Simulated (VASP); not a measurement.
Input:

```xyz
4
Lattice="1.2337 -2.1369 0.0000 1.2337 2.1369 0.0000 0.0000 0.0000 7.8072" Properties=species:S:1:pos:R:3 pbc="T T T"
C      0.0000     0.0000     1.9518
C      0.0000     0.0000     5.8554
C      1.2337     0.7123     1.9518
C      1.2337    -0.7123     5.8554
```

These are PBE GGA, VASP's PBE PAW potentials (set 64) (plane waves; VASP) values and carry that method's errors. Settings: PREC = Normal, EDIFF = 1E-5, 400 eV cut-off, 20×20×8 Γ-centred mesh, first-order Methfessel-Paxton smearing of 0.10 eV, potentials C.

At this cut-off the stress carries a Pulay error, which pulls relaxed volumes low. Without a dispersion term in the relaxation, distances and binding between the weakly bound layers, chains or molecules are unreliable, and so is what depends on them.

Problem. Give the stress tensor in GPa (positive for a compressed cell).

Solution. 
```
-1.67   0.00   0.00
 0.00  -1.67   0.00
 0.00   0.00  -1.94
```
The pressure is its mean diagonal, -1.76 GPa.

The compound is C in the graphite structure. It was relaxed first, which changed the volume by +17 %.
